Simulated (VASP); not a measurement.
Calculation: PBE GGA, VASP's PBE PAW potentials (set 64) (plane waves; VASP 6.6.1).

The input files of a VASP run:

### POSCAR
```
NaF
1
    0.0000000000     2.2673790000     2.2673790000
    2.2673790000     0.0000000000     2.2673790000
    2.2673790000     2.2673790000     0.0000000000
Na F
1 1
Direct
  0.0000000000   0.0000000000   0.0000000000
  0.5000000000   0.5000000000   0.5000000000
```

**INCAR**
```
! general
SYSTEM=NaF
PREC  =Accurate
ENCUT =400
LREAL =.FALSE.
LASPH =.TRUE.

! electronic loop
EDIFF =1E-6
NELM  =100
ALGO  =Normal

! smearing
ISMEAR=0
SIGMA =0.01

! functional
GGA   =PE

! ions
ISIF  =2

! output
LWAVE =.FALSE.
LCHARG=.FALSE.
```

KPOINTS:
```
Automatic mesh
0
gamma
  3 3 3
0 0 0
```

POTCAR, in this order: Na_pv F (PBE.64 set). Program: vasp_std.

**Question.** What will the output report for the number of irreducible k-points (NKPTS), largest plane-wave count, number of space-group operations, FFT grid (NGX, NGY, NGZ)?

**Answer.** 
* **number of irreducible k-points (NKPTS)**: 4
* **largest plane-wave count**: 432
* **number of space-group operations**: 48
* **FFT grid (NGX, NGY, NGZ)**: 24 × 24 × 24

The structure comes from a computed database's NaF entry; how it stands against other phases isn't given here. The cell was not relaxed at this level. The k-mesh is coarse (spacing up to 0.80 per Å, 2π included), so the numbers may not be converged in it. The run is one of a series of settings (KPOINTS 3×3×3 Γ-centred mesh against the base run), some of them coarse on purpose.
